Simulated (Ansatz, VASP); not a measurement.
# Cross-check of Ag (Silver) between VASP and Ansatz, part 2 of 2

Wanted: the spread between two codes on one cell, functional and k mesh.

VASP 6.6.1 and Ansatz 0.2.0.

So far: The starting structure; Ansatz: relaxation of cell and atoms, r2SCAN with rVV10.

## 3. VASP: relaxation of cell and atoms, r2SCAN with rVV10

Level of this step: r2SCAN with rVV10; plane waves and PAW (Ag) (VASP).

The same cell, functional, mesh and smearing now go to VASP, with its own data sets and cutoff.

Lines of VASP's logs that name or quote its potential files are left out, and so is its time.

INCAR

```
SYSTEM = Ag
PREC = Accurate
ENCUT = 520
EDIFF = 1E-06
NELM = 100
ISMEAR = -1
SIGMA = 0.05
LREAL = .FALSE.
ALGO = Normal
METAGGA = R2SCAN
LUSE_VDW = .TRUE.
IVDW_NL = 2
BPARAM = 11.95
CPARAM = 0.0093
LASPH = .TRUE.
NBANDS = 11
LORBIT = 11
LWAVE = .FALSE.
LCHARG = .FALSE.
KPAR = 2
IBRION = 2
NSW = 60
ISIF = 3
EDIFFG = -0.01
```

POSCAR

```
Ag
1.0
    0.0000000000      2.0427500000      2.0427500000
    2.0427500000      0.0000000000      2.0427500000
    2.0427500000      2.0427500000      0.0000000000
Ag
1
Direct
    0.0000000000      0.0000000000      0.0000000000
```

KPOINTS

```
Automatic mesh
0
Gamma
8 8 8
0 0 0
```

Potentials, in the order of the species: Ag (PBE family, release 64).

The run is started by

```bash
> mpirun -np 2 vasp_std
```

Numbers of over 12 decimals in the logs are rounded to 6 here.

Log:

```text
[banner, memory and clock lines left out]
running    2 mpi-ranks, on    1 nodes
 distrk:  each k-point on    1 cores,    2 groups
 distr:  one band on    1 cores,    1 groups

 POSCAR found type information on POSCAR Ag
 POSCAR found :  1 types and       1 ions
|                                                                             |
|               ----> ADVICE to this user running VASP <----                  |
|                                                                             |
|     You have switched on vdW-DFT.                                           |
|     This routine was written and supplied by Jiri Klimes. We recommend      |
|     that you carefully read and cite the following publications:            |
|       J. Klimes, D.R. Bowler, A. Michelides                                 |
|          J. Phys.: Cond Matt. 22 022201 (2010)                              |
|       J. Klimes, D.R. Bowler, A. Michelides                                 |
|          Phys. Rev. B. 83, 195131 (2011)                                    |
|     and references therein.                                                 |
|                                                                             |

|                                                                             |
|               ----> ADVICE to this user running VASP <----                  |
|                                                                             |
|     You enforced a specific xc type in the INCAR file but a different       |
|     [... a line on the potential file left out ...]
|     I HOPE YOU KNOW WHAT YOU ARE DOING!                                     |
|                                                                             |

 LDA part: xc-table for (None), standard interpolation
 POSCAR, INCAR and KPOINTS ok, starting setup
 FFT: planning ... GRIDC
 FFT: planning ... GRID_SOFT
 FFT: planning ... GRID
 WAVECAR not read
 entering main loop
       N       E                     dE             d eps       ncg     rms          rms(c)
Total rVV10 correction in eV:      0.3380331    14.3274867
Total rVV10 correction in eV:      0.3380331    14.3274867
DAV:   1     0.290087354934E+02    0.29009E+02   -0.55955E+03   646   0.924E+02
DAV:   2    -0.238081287222E+02   -0.52817E+02   -0.49846E+02   710   0.202E+02
DAV:   3    -0.244903635727E+02   -0.68223E+00   -0.68199E+00   731   0.252E+01
DAV:   4    -0.244932447607E+02   -0.28812E-02   -0.28810E-02   716   0.158E+00
DAV:   5    -0.244932811844E+02   -0.36424E-04   -0.36423E-04   736   0.157E-01    0.623E+00
Total rVV10 correction in eV:      0.3209286    14.3274866
Total rVV10 correction in eV:      0.3209286    14.3274866
DAV:   6    -0.210493494991E+02    0.34439E+01   -0.60628E+00   656   0.252E+01    0.475E+00
Total rVV10 correction in eV:      0.3229930    14.3274866
Total rVV10 correction in eV:      0.3229930    14.3274866
DAV:   7    -0.210098700779E+02    0.39479E-01   -0.16175E-01   704   0.368E+00    0.257E+00
Total rVV10 correction in eV:      0.3221085    14.3274866
Total rVV10 correction in eV:      0.3221085    14.3274866
DAV:   8    -0.210087862661E+02    0.10838E-02   -0.44371E-02   686   0.204E+00    0.313E-01
Total rVV10 correction in eV:      0.3208312    14.3274866
Total rVV10 correction in eV:      0.3208312    14.3274866
DAV:   9    -0.210068919764E+02    0.18943E-02   -0.82408E-03   722   0.892E-01    0.438E-02
Total rVV10 correction in eV:      0.3204426    14.3274866
Total rVV10 correction in eV:      0.3204426    14.3274866
DAV:  10    -0.210070386996E+02   -0.14672E-03   -0.65527E-04   701   0.264E-01    0.484E-02
Total rVV10 correction in eV:      0.3205381    14.3274866
Total rVV10 correction in eV:      0.3205381    14.3274866
DAV:  11    -0.210070041614E+02    0.34538E-04   -0.13003E-04   683   0.110E-01    0.125E-02
Total rVV10 correction in eV:      0.3205943    14.3274866
Total rVV10 correction in eV:      0.3205943    14.3274866
DAV:  12    -0.210070019825E+02    0.21789E-05   -0.12767E-05   750   0.378E-02    0.191E-03
Total rVV10 correction in eV:      0.3205877    14.3274866
Total rVV10 correction in eV:      0.3205877    14.3274866
DAV:  13    -0.210070021538E+02   -0.17135E-06   -0.84319E-07   358   0.902E-03
Total rVV10 correction in eV:      0.3206033    14.3274866
Total rVV10 correction in eV:      0.3206033    14.3274866
Total rVV10 correction in eV:      0.3205973    14.3274866
Total rVV10 correction in eV:      0.3205973    14.3274866
   1 F= -.21007002E+02 E0= -.21004972E+02  d E =-.210070E+02
 curvature:   0.00 expect dE= 0.000E+00 dE for cont linesearch  0.000E+00
 trial: gam= 0.00000 g(F)=  0.161E-63 g(S)=  0.248E-03 ort = 0.000E+00 (trialstep = 0.100E+01)
 search vector abs. value=  0.248E-03
 bond charge predicted
       N       E                     dE             d eps       ncg     rms          rms(c)
Total rVV10 correction in eV:      0.3206600    14.3274866
Total rVV10 correction in eV:      0.3206600    14.3274866
DAV:   1    -0.210124727290E+02   -0.54707E-02   -0.91943E-02   677   0.330E+00    0.486E-01
Total rVV10 correction in eV:      0.3219227    14.3274866
Total rVV10 correction in eV:      0.3219227    14.3274866
DAV:   2    -0.210070459755E+02    0.54268E-02   -0.22425E-02   689   0.139E+00    0.147E-01
Total rVV10 correction in eV:      0.3219287    14.3274866
Total rVV10 correction in eV:      0.3219287    14.3274866
DAV:   3    -0.210070290419E+02    0.16934E-04   -0.18503E-04   733   0.138E-01    0.105E-01
Total rVV10 correction in eV:      0.3218410    14.3274866
Total rVV10 correction in eV:      0.3218410    14.3274866
DAV:   4    -0.210069902020E+02    0.38840E-04   -0.79891E-05   674   0.557E-02    0.114E-02
Total rVV10 correction in eV:      0.3218143    14.3274866
Total rVV10 correction in eV:      0.3218143    14.3274866
DAV:   5    -0.210069886027E+02    0.15993E-05   -0.10932E-05   674   0.326E-02    0.478E-03
Total rVV10 correction in eV:      0.3217953    14.3274866
Total rVV10 correction in eV:      0.3217953    14.3274866
DAV:   6    -0.210069901343E+02   -0.15317E-05   -0.31552E-07   434   0.564E-03    0.201E-03
Total rVV10 correction in eV:      0.3217991    14.3274866
Total rVV10 correction in eV:      0.3217991    14.3274866
DAV:   7    -0.210069897796E+02    0.35477E-06   -0.17126E-08   328   0.129E-03
Total rVV10 correction in eV:      0.3217970    14.3274866
Total rVV10 correction in eV:      0.3217970    14.3274866
Total rVV10 correction in eV:      0.3217971    14.3274866
Total rVV10 correction in eV:      0.3217971    14.3274866
   2 F= -.21006990E+02 E0= -.21004950E+02  d E =0.123743E-04
 trial-energy change:    0.000012  1 .order   -0.000014   -0.000248    0.000221
 step:   0.4467(harm=  0.5293)  dis= 0.00000  next Energy=   -21.007055 (dE=-0.531E-04)
 bond charge predicted
       N       E                     dE             d eps       ncg     rms          rms(c)
Total rVV10 correction in eV:      0.3217625    14.3274866
Total rVV10 correction in eV:      0.3217625    14.3274866
DAV:   1    -0.210087193389E+02   -0.17292E-02   -0.28219E-02   674   0.182E+00    0.265E-01
Total rVV10 correction in eV:      0.3210646    14.3274866
Total rVV10 correction in eV:      0.3210646    14.3274866
DAV:   2    -0.210070509332E+02    0.16684E-02   -0.69651E-03   689   0.771E-01    0.774E-02
Total rVV10 correction in eV:      0.3210603    14.3274866
Total rVV10 correction in eV:      0.3210603    14.3274866
DAV:   3    -0.210070515925E+02   -0.65930E-06   -0.57758E-05   736   0.772E-02    0.558E-02
Total rVV10 correction in eV:      0.3211090    14.3274866
Total rVV10 correction in eV:      0.3211090    14.3274866
DAV:   4    -0.210070509251E+02    0.66737E-06   -0.24818E-05   680   0.311E-02    0.640E-03
Total rVV10 correction in eV:      0.3211241    14.3274866
Total rVV10 correction in eV:      0.3211241    14.3274866
DAV:   5    -0.210070494952E+02    0.14299E-05   -0.35032E-06   533   0.185E-02    0.261E-03
Total rVV10 correction in eV:      0.3211328    14.3274866
Total rVV10 correction in eV:      0.3211328    14.3274866
DAV:   6    -0.210070488865E+02    0.60871E-06   -0.78217E-08   328   0.285E-03
Total rVV10 correction in eV:      0.3211333    14.3274866
Total rVV10 correction in eV:      0.3211333    14.3274866
Total rVV10 correction in eV:      0.3211320    14.3274866
Total rVV10 correction in eV:      0.3211320    14.3274866
   3 F= -.21007049E+02 E0= -.21005014E+02  d E =-.467326E-04
 curvature:  -0.26 expect dE=-0.512E-06 dE for cont linesearch -0.512E-06
 trial: gam=-0.08166 g(F)=  0.138E-68 g(S)=  0.200E-05 ort = 0.222E-04 (trialstep = 0.889E+00)
 search vector abs. value=  0.162E-07
 reached required accuracy - stopping structural energy minimisation
```

OUTCAR, selected parts (step 3):

```text
ion  position               nearest neighbor table
   1  0.000  0.000  0.000-

  LATTYP: Found a face centered cubic cell.
 ALAT       =     4.0855000000

 Subroutine GETGRP returns: Found 48 space group operations
 (whereof 48 operations were pure point group operations)

The static configuration has the point symmetry O_h .

 Found     29 irreducible k-points:

   k-points           NKPTS =     29   k-points in BZ     NKDIM =     29   number of bands    NBANDS=     11

   dimension x,y,z NGX =    24 NGY =   24 NGZ =   24
   dimension x,y,z NGXF=    48 NGYF=   48 NGZF=   48

   ENCUT  =  520.0 eV  38.22 Ry    6.18 a.u.   5.37  5.37  5.37*2*pi/ulx,y,z

   NELECT =      11.0000    total number of electrons

 k-points in reciprocal lattice and weights: Automatic mesh
   0.00000000  0.00000000  0.00000000       0.002
   0.12500000  0.00000000  0.00000000       0.016
   0.25000000  0.00000000  0.00000000       0.016
   0.37500000  0.00000000  0.00000000       0.016
   0.50000000  0.00000000  0.00000000       0.008
   0.12500000  0.12500000  0.00000000       0.012
   0.25000000  0.12500000  0.00000000       0.047
   0.37500000  0.12500000  0.00000000       0.047
   0.50000000  0.12500000  0.00000000       0.047
[...]
-0.37500000  0.50000000  0.12500000       0.023
  -0.25000000  0.50000000  0.25000000       0.012

 average (electrostatic) potential at core
       1 -75.8261

 E-fermi :   8.1551

 k-point     1 :       0.0000    0.0000    0.0000
  band No.  band energies     occupation
    ...
      2       3.2624      2.00000
      3       3.2624      2.00000
      4       3.2624      2.00000
      5       4.3064      2.00000
      6       4.3064      2.00000
      7      25.0099      0.00000
      8      28.7162      0.00000
      9      28.7162      0.00000
     10      28.7163      0.00000
     11      33.6531      0.00000

 k-point     2 :       0.1250    0.0000    0.0000
  band No.  band energies     occupation
    ...
      2       3.1765      2.00000
      3       3.3828      2.00000
      4       3.3828      2.00000
      5       4.2720      2.00000
      6       4.2720      2.00000
      7      24.4726      0.00000
      8      26.1733      0.00000
      9      28.8598      0.00000
     10      28.8598      0.00000
     11      32.6766      0.00000

 k-point     3 :       0.2500    0.0000    0.0000
  band No.  band energies     occupation
    ...
      2       3.4642      2.00000
      3       3.4642      2.00000
      4       3.5936      2.00000
      5       4.4368      2.00000
      6       4.4368      2.00000
      7      19.8942      0.00000
      8      25.6168      0.00000
      9      28.7086      0.00000
     10      28.7086      0.00000
     11      32.1135      0.00000

  Total        0.0037136      0.0037136      0.0037136      0.0000000      0.0000000     -0.0000000
  in kB        0.3480692      0.3480692      0.3480692      0.0000000      0.0000000     -0.0000000
  external PRESSURE =       0.3480692 kB  Pullay stress =       0.0000000 kB

  energy-cutoff  :      520.00
  volume of cell :       17.09
      direct lattice vectors                 reciprocal lattice vectors
     0.000000000  2.044572177  2.044572177    -0.244549938  0.244549938  0.244549938
     2.044572177 -0.000000000  2.044572177     0.244549938 -0.244549938  0.244549938
     2.044572177  2.044572177 -0.000000000     0.244549938  0.244549938 -0.244549938

 POSITION                                       TOTAL-FORCE (eV/Angst)
 -----------------------------------------------------------------------------------
      0.00000      0.00000      0.00000         0.000000      0.000000      0.000000
 -----------------------------------------------------------------------------------
    total drift:                                0.000000     -0.000000      0.000000

  FREE ENERGIE OF THE ION-ELECTRON SYSTEM (eV)
  ---------------------------------------------------
  free  energy   TOTEN  =       -21.0070488865 eV

  energy  without entropy=      -21.0029799969  energy(sigma->0) =      -21.00501444

 reached required accuracy - stopping structural energy minimisation

 total charge
# of ion       s       p       d       tot
------------------------------------------
    1        0.446   0.295   9.176   9.918

[... 3 further parts left out ...]
```

## 4. Side by side

Known differences besides the potentials themselves: VASP keeps PBE cores, Ansatz makes them for the functional; both relaxations stop at a tolerance, which leaves soft axes loose, and VASP keeps its plane-wave basis; the data sets hold 19 valence electrons in Ansatz (default PAW (the set named soft_2) files) and 11 in VASP; the cutoff is 500 eV in Ansatz and 520 eV in VASP; Ansatz adds a Pulay correction to the stress that steers its cell, VASP none. Total energies have different zeros and are not compared.

Compared:

| quantity | Ansatz | VASP | difference |
| --- | --- | --- | --- |
| volume (Å³) | 17.02 | 17.09 | -0.43 % |
| edge a after relaxation, in the typed setting (Å) | 2.887 | 2.892 | -0.15 % |

The walks stopped with 0.00 GPa left in Ansatz and 0.03 GPa in VASP; each walk ends within a tolerance, so the volume difference is uncertain by about these residues over the bulk modulus, most in soft cells.

## 5. What came out

| Item | Value |
| --- | --- |
| difference in volume (relaxation of cell and atoms, r2SCAN with rVV10) | -0.43 % |

The difference in volume is -0.43 % (relaxation of cell and atoms, r2SCAN with rVV10), within the 1.2 % picked in this series as the mark of a large difference, as far as the stopping tolerances let one tell. Such differences can come from data sets, numerical settings and the points named under the comparisons, not from the functional's error against experiment.

[Lines on the potential files, build, host, timing and source positions are cut from VASP's logs without a mark.]

[Logs are printed without paths, hosts, clocks, repeated set-up lines and the standing remarks that a program may print on its own settings, such as how far it seeks lower states.]

[Hosts, paths, dates, database ids (printed as entryN), source tags and the programs' standing remarks are cut or masked in the printed files.]
